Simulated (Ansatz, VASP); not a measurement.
# ZnS (Wurtzite-2H): VASP beside Ansatz

Aim: how closely do two programs agree when they are given the same cell, functional and k mesh? The cell is taken from a series of runs on this material, whose earlier steps may have relaxed, scaled, displaced or heated it; both programs get it as it stands.

Method: plane waves, with VASP 6.6.1 beside it; single point at PBE, in Ansatz 0.2.0.

## 1. Starting point

Symmetry: P6_3mc, No. 186, hexagonal system. Conventional cell: a = 3.811 Å, b = 3.811 Å, c = 6.234 Å, α = 90.00°, β = 90.00°, γ = 120.00°. Nearest to Zn lie 4 S at 2.33 to 2.34 Å. Nearest to S lie 4 Zn at 2.33 to 2.34 Å. Farther neighbours and most contacts between anions are not listed.

Structure file:

```xyz
4
Lattice="3.8110 0.0000 0.0000 -1.9055 3.3004 0.0000 0.0000 0.0000 6.2340" Properties=species:S:1:pos:R:3 pbc="T T T"
Zn    1.9055    1.1001    3.1488
Zn    0.0000    2.2003    0.0318
S     1.9055    1.1001    5.4853
S     0.0000    2.2003    2.3683
```

## 2. VASP: single point, PBE

A single point gives forces, pressure and levels at one fixed geometry, so differences don't come from the geometry; what else differs is listed under the comparison.

Lines of VASP's logs that name or quote its potential files are left out, and so is its time.

File INCAR:

```
SYSTEM = ZnS
PREC = Accurate
ENCUT = 400
EDIFF = 1E-06
NELM = 120
ISMEAR = 0
SIGMA = 0.01
LREAL = .FALSE.
ALGO = Normal
GGA = PE
NBANDS = 24
LORBIT = 11
LWAVE = .FALSE.
LCHARG = .FALSE.
ISIF = 2
LASPH = .TRUE.
GGA_COMPAT = .FALSE.
EFERMI = MIDGAP
```

File POSCAR:

```
ZnS
1.0
    3.8110000000      0.0000000000      0.0000000000
   -1.9055000000      3.3004228138      0.0000000000
    0.0000000000      0.0000000000      6.2340000000
Zn S
2 2
Direct
    0.6666666567      0.3333333233      0.5051002500
    0.3333333233      0.6666666567      0.0051002500
    0.6666666567      0.3333333233      0.8798997500
    0.3333333233      0.6666666567      0.3798997500
```

File KPOINTS:

```
Automatic mesh
0
Gamma
8 8 5
0 0 0
```

PAW data sets: Zn and S (PBE family, release 64).

Command:

```
> mpirun -np 1 vasp_std
```

Numbers of over 12 decimals in the logs are rounded to 6 here.

Output:

```text
[banner, memory and clock lines left out]
running    1 mpi-ranks, on    1 nodes
 distrk:  each k-point on    1 cores,    1 groups
 distr:  one band on    1 cores,    1 groups

 POSCAR found type information on POSCAR ZnS
 POSCAR found :  2 types and       4 ions
 LDA part: xc-table for (Slater+PW92), standard interpolation
 POSCAR, INCAR and KPOINTS ok, starting setup
 FFT: planning ... GRIDC
 FFT: planning ... GRID_SOFT
 FFT: planning ... GRID
 WAVECAR not read
 entering main loop
       N       E                     dE             d eps       ncg     rms          rms(c)
DAV:   1     0.212118251233E+03    0.21212E+03   -0.15014E+04  1440   0.150E+03
DAV:   2     0.310193959609E+01   -0.20902E+03   -0.20247E+03  1584   0.322E+02
DAV:   3    -0.142009848323E+02   -0.17303E+02   -0.17230E+02  1760   0.991E+01
DAV:   4    -0.145217103271E+02   -0.32073E+00   -0.32053E+00  1712   0.142E+01
DAV:   5    -0.145280904159E+02   -0.63801E-02   -0.63795E-02  1816   0.188E+00    0.988E+00
DAV:   6    -0.136698854928E+02    0.85820E+00   -0.18448E+00  2192   0.399E+01    0.764E+00
DAV:   7    -0.136834847815E+02   -0.13599E-01   -0.16125E+00  1704   0.722E+00    0.342E+00
DAV:   8    -0.136712597941E+02    0.12225E-01   -0.66861E-02  1912   0.311E+00    0.107E+00
DAV:   9    -0.136719140813E+02   -0.65429E-03   -0.14976E-02  1976   0.194E+00    0.263E-01
DAV:  10    -0.136720434158E+02   -0.12933E-03   -0.94424E-04  1752   0.398E-01    0.130E-01
DAV:  11    -0.136722807860E+02   -0.23737E-03   -0.43675E-04  1640   0.132E-01    0.937E-02
DAV:  12    -0.136722746342E+02    0.61518E-05   -0.17242E-05  1848   0.323E-02    0.713E-03
DAV:  13    -0.136722779265E+02   -0.32923E-05   -0.44156E-06  1560   0.126E-02    0.322E-03
DAV:  14    -0.136722780736E+02   -0.14713E-06   -0.26728E-07  1328   0.851E-03
   1 F= -.13672278E+02 E0= -.13672278E+02  d E =0.000000E+00
```

OUTCAR, selected parts (step 2):

```text
ion  position               nearest neighbor table
   1  0.667  0.333  0.505-   4 2.33   4 2.33   4 2.33   3 2.34
   2  0.333  0.667  0.005-   3 2.33   3 2.33   3 2.33   4 2.34
   3  0.667  0.333  0.880-   2 2.33   2 2.33   2 2.33   1 2.34
   4  0.333  0.667  0.380-   1 2.33   1 2.33   1 2.33   2 2.34

  LATTYP: Found a hexagonal cell.
 ALAT       =     3.8110000000
 C/A-ratio  =     1.6357911309

 Subroutine GETGRP returns: Found 12 space group operations
 (whereof  6 operations were pure point group operations)

The static configuration has the point symmetry C_3v.
 The point group associated with its full space group is C_6v.

 Found     30 irreducible k-points:

   k-points           NKPTS =     30   k-points in BZ     NKDIM =     30   number of bands    NBANDS=     24

   dimension x,y,z NGX =    28 NGY =   28 NGZ =   42
   dimension x,y,z NGXF=    56 NGYF=   56 NGZF=   84

   ENCUT  =  400.0 eV  29.40 Ry    5.42 a.u.   6.21  6.21 10.17*2*pi/ulx,y,z

   NELECT =      36.0000    total number of electrons

 k-points in reciprocal lattice and weights: Automatic mesh
   0.00000000  0.00000000  0.00000000       0.003
   0.12500000  0.00000000  0.00000000       0.019
   0.25000000  0.00000000  0.00000000       0.019
   0.37500000  0.00000000  0.00000000       0.019
   0.50000000  0.00000000  0.00000000       0.009
   0.12500000  0.12500000  0.00000000       0.019
   0.25000000  0.12500000  0.00000000       0.038
   0.37500000  0.12500000  0.00000000       0.038
   0.25000000  0.25000000  0.00000000       0.019
[...]
0.25000000  0.25000000  0.40000000       0.038
   0.37500000  0.25000000  0.40000000       0.038

 average (electrostatic) potential at core
       1 -36.2081       2 -36.2081       3 -88.5261       4 -88.5261

 E-fermi :   3.2908

 k-point     1 :       0.0000    0.0000    0.0000
  band No.  band energies     occupation
    ...
     14       1.2782      2.00000
     15       1.2782      2.00000
     16       2.1137      2.00000
     17       2.1813      2.00000
     18       2.1813      2.00000
     19       4.4003      0.00000
     20       5.2671      0.00000
     21       8.4811      0.00000
     22       8.4811      0.00000
     23       8.7822      0.00000
    ...

 k-point     2 :       0.1250    0.0000    0.0000
  band No.  band energies     occupation
    ...
     14       0.5011      2.00000
     15       1.0379      2.00000
     16       1.3151      2.00000
     17       1.9751      2.00000
     18       2.0502      2.00000
     19       5.1792      0.00000
     20       5.9510      0.00000
     21       8.0676      0.00000
     22       8.7741      0.00000
     23       9.0316      0.00000
    ...

 k-point     3 :       0.2500    0.0000    0.0000
  band No.  band energies     occupation
    ...
     14      -0.8047      2.00000
     15      -0.0279      2.00000
     16       0.5374      2.00000
     17       1.5451      2.00000
     18       1.7290      2.00000
     19       6.1083      0.00000
     20       6.2741      0.00000
     21       8.0833      0.00000
     22       8.7487      0.00000
     23       9.1816      0.00000
    ...

  Total        0.9714439      0.9714439      1.1343581      0.0000000      0.0000000     -0.0000000
  in kB       19.8496562     19.8496562     23.1785060      0.0000000      0.0000000     -0.0000000
  external PRESSURE =      20.9592728 kB  Pullay stress =       0.0000000 kB

  energy-cutoff  :      400.00
  volume of cell :       78.41
      direct lattice vectors                 reciprocal lattice vectors
     3.811000000  0.000000000  0.000000000     0.262398321  0.151495741  0.000000000
    -1.905500000  3.300422814  0.000000000     0.000000000  0.302991482  0.000000000
     0.000000000  0.000000000  6.234000000     0.000000000  0.000000000  0.160410651

 POSITION                                       TOTAL-FORCE (eV/Angst)
 -----------------------------------------------------------------------------------
      1.90550      1.10014      3.14879         0.000000     -0.000000     -0.000132
     -0.00000      2.20028      0.03179        -0.000000     -0.000000     -0.000132
      1.90550      1.10014      5.48530         0.000000     -0.000000      0.000132
     -0.00000      2.20028      2.36830         0.000000      0.000000      0.000132
 -----------------------------------------------------------------------------------
    total drift:                                0.000025      0.000043     -0.000201

  FREE ENERGIE OF THE ION-ELECTRON SYSTEM (eV)
  ---------------------------------------------------
  free  energy   TOTEN  =       -13.6722780736 eV

  energy  without entropy=      -13.6722780736  energy(sigma->0) =      -13.67227807

 total charge
# of ion       s       p       d       tot
------------------------------------------
    1        0.520   0.481   9.800  10.801
    2        0.520   0.481   9.800  10.801
    3        1.315   2.441   0.000   3.755
    4        1.315   2.441   0.000   3.755
--------------------------------------------------
tot          3.669   5.843  19.600  29.113

[... 3 further parts left out ...]
```

The run ends at a pressure of 2.10 GPa, with forces up to 1.3e-4 eV/Å.

## 3. Ansatz: single point, PBE

Ansatz runs on its default PAW (the set named soft_2) files.

The same cell, functional and mesh now go to Ansatz, which takes its cutoff from its data sets.

File input.yaml:

```yaml
crystal:
  lattice:
    - [3.811, 0.0, 0.0]
    - [-1.9055, 3.3004228138, 0.0]
    - [0.0, 0.0, 6.234]
  atoms:
    - { symbol: Zn, position: [0.66666667, 0.33333333, 0.50510025] }
    - { symbol: Zn, position: [0.33333333, 0.66666667, 0.00510025] }
    - { symbol: S, position: [0.66666667, 0.33333333, 0.87989975] }
    - { symbol: S, position: [0.33333333, 0.66666667, 0.37989975] }
kpoints:
  mp_grid: { grid: [8, 8, 5] }
scf:
  occupations: { method: fixed }
hamiltonian:
  xc: pbe
  pseudopotentials: { kind: paw, frozen_core: stored }
output:
  forces: false
  stress: false
  efg: { quadrupole_moments_barn: { Zn: 0.122, S: -0.0694 } }
```

Command:

```
> ansatz run input.yaml --threads 4 --pin off --max-ram 8192MiB --backend cpu --events-out ev --progress --plain --runs-dir out
```

Output:

```text
Engine: ansatz 0.2.0, aarch64-unknown-linux-gnu
Pseudopotentials: kind: paw
Pseudopotential: Zn, paw, valence charge 12, recommended cutoff 420 eV (normal), Zn.paw.azcp
Pseudopotential: S, paw, valence charge 6, recommended cutoff 420 eV (normal), S.paw.azcp
Functional definition: PBE
  parameter kappa = 0.804
  parameter beta = 0.066725
  exchange = pbe_x(kappa = kappa, mu = beta*pi^2/3)
  correlation = pbe_c(beta = beta)
Crystal: 4 atoms, lattice volume = 78.411 Å³
Basis set: ecut = 420 eV, 1521 PW (Γ)
Bands: 22, of which v1, the nominal top of the filled ones, is band 18 counted from 1 (17 counted from 0)
Symmetry: 12 space group operations
Space group: P63mc (ITA 186), of the structure as read, at distance tolerance 4.3e-5 Å
k-points: 30 of 320 (time reversal used)
Non-local potential: Zn, projectors of the file, l = 0: 2, l = 1: 2, l = 2: 3, l = 3: 1
Non-local potential: S, projectors of the file, l = 0: 2, l = 1: 2, l = 2: 2
PAW form: soft (Blöchl's): semilocal exchange-correlation on the pseudo side does not see the compensation charge
PAW one-centre angular grid: Zn, 590 points (default); XC on 64 Gauss nodes
PAW one-centre angular grid: S, 110 points (default); XC on 64 Gauss nodes
Initial density: superposition of atomic densities (neutral atoms: chi_scale 0, normalization atom), corrected by the library's trained network
Initial wavefunctions: pseudopotential atomic-orbital guess
Functional: x = pbe(κ = 0.804, μ = 0.219515), c = pbe(β = 0.066725)
SCF iter   1: F=—  HF=-8445.441545 eV  |F-HF|=—  |Δ(HF+E_count)|=         —  Δρ=4.97e-4  dr2=1.97e-4  ethr=1.77e-3  ⟨swp⟩=5.1  Hψ=2814  notcnv=0  defer=59
preconditioner: auto → Resta (q_TF=auto, 2.396 Å⁻¹)  ε∞=6.6  [insulator: Δε(μ)=2.211 eV  Ē_g=10.663 eV  n_scr=22 (ndim 8)  ℏωp=25.2 eV  f_vac=0.039  ε∞_Penn≈6.6]
SCF iter   2: F=—  HF=-8445.441767 eV  |F-HF|=—  |Δ(HF+E_count)|=   2.22e-4  Δρ=4.19e-4  dr2=1.14e-4  ethr=5.47e-7  ⟨swp⟩=2.7  Hψ=1563  notcnv=0  defer=59
SCF iter   3: F=—  HF=-8445.441852 eV  |F-HF|=—  |Δ(HF+E_count)|=   8.53e-5  Δρ=1.78e-4  dr2=1.52e-5  ethr=3.18e-7  ⟨swp⟩=2.0  Hψ=1175  notcnv=0  defer=59
SCF iter   4: F=—  HF=-8445.441851 eV  |F-HF|=—  |Δ(HF+E_count)|=   1.06e-6  Δρ=7.81e-5  dr2=5.24e-6  ethr=4.22e-8  ⟨swp⟩=2.0  Hψ=1180  notcnv=0  defer=4
SCF iter   5: F=—  HF=-8445.441850 eV  |F-HF|=—  |Δ(HF+E_count)|=   4.98e-7  Δρ=2.82e-5  dr2=5.59e-7  ethr=1.46e-8  ⟨swp⟩=2.5  Hψ=1081  notcnv=0  defer=4
SCF iter   6: F=-8445.441851 eV  HF=-8445.441851 eV  |F-HF|=2.48e-8  |Δ(HF+E_count)|=   4.65e-7  Δρ=9.06e-6  dr2=5.46e-8  ethr=2.78e-10  ⟨swp⟩=1.1  Hψ=1974  notcnv=0
SCF 1 converged in 6 iterations: F = -8445.441851 eV  dr2 = 5.46e-8
  greatest PAW one-centre occupation: 0.983 electrons in one spin orbital (limit 2), on the Zn atom at site 1 (counted from 0), in its partial waves of l = 2
SCF converged after 6 iterations
Free energy (F): -8445.441851 eV
Harris-Foulkes:  -8445.441851 eV  (|F-HF|=2.48e-8)
Internal energy: -8445.441851 eV  (E = F + TS)
E sigma→0 (E₀):  -8445.441851 eV
Fermi energy:    5.883526 eV
--- Per-component energies (eV) ---
  E_band       = 12.440448
  E_kinetic    = 477.157720
  E_local      = -4079.775048  (includes V_loc(G=0)·N_el)
  E_nonlocal   = 1285.446714
  E_hartree    = 1706.780799
  E_xc         = -469.059101
  E_vxc        = -279.454177  (∫ρ·V_xc dr)
  E_paw        = -4856.968500  (= ΣΔE_a)
  E_vpaw       = -804.492986  (= ΣTr[D̂ρ^β])
  E_aug_tail   = -0.000744  (compensation charges beyond the density's cutoff)
  E_ewald      = -2509.023691
  E_smearing   = -0.000000  (= −TS)
  E_closure    = 0.000000  (closes the sum)
  Σ components = -8445.441851   (vs F -8445.441851, Δ=0.00e0)
--- PAW observables at the nuclei: V_zz in 10²¹ V/m², potentials from the cell's mean, atoms counted from 1 ---
  atom   1  Zn V_zz =    +0.006391   η = 0.0000   by run symmetry: allowed   C_q = +0.0189 MHz
            electrostatic potential = -3941.661625 V   contact ρ = none
  atom   2  Zn V_zz =    +0.006391   η = 0.0000   by run symmetry: allowed   C_q = +0.0189 MHz
            electrostatic potential = -3941.661625 V   contact ρ = none
  atom   3  S  V_zz =    +0.201859   η = 0.0000   by run symmetry: allowed   C_q = -0.3387 MHz
            electrostatic potential = -1633.124730 V   contact ρ = none
  atom   4  S  V_zz =    +0.201859   η = 0.0000   by run symmetry: allowed   C_q = -0.3387 MHz
            electrostatic potential = -1633.124730 V   contact ρ = none
```

## 4. Differences

Known differences besides the potentials themselves: fixed occupations in Ansatz, narrow Gaussian smearing in VASP; the cutoff is 420 eV in Ansatz and 400 eV in VASP. Total energies have different zeros and are not compared.

Compared:

| quantity | Ansatz | VASP | difference |
| --- | --- | --- | --- |
| gap on the k mesh (eV) | 2.216 | 2.219 | -0.003 |

A gap on the mesh is an upper bound, since the band edges may lie between its points.

## 5. Outcome

| Property | Result |
| --- | --- |
| difference in gap on the k mesh (single point, PBE) | -0.0033 eV |

In words: The difference in gap on the k mesh is -0.0033 eV (single point, PBE), within the 0.08 eV picked in this series as the mark of a large difference. How closely two codes agree says nothing of how well the functional describes the real material.

[Lines on the potential files, build, host, timing and source positions are cut from VASP's logs without a mark.]

[Logs are printed without paths, hosts, clocks, repeated set-up lines and the standing remarks that a program may print on its own settings, such as how far it seeks lower states.]

[Hosts, paths, dates, database ids (printed as entryN), source tags and the programs' standing remarks are cut or masked in the printed files.]
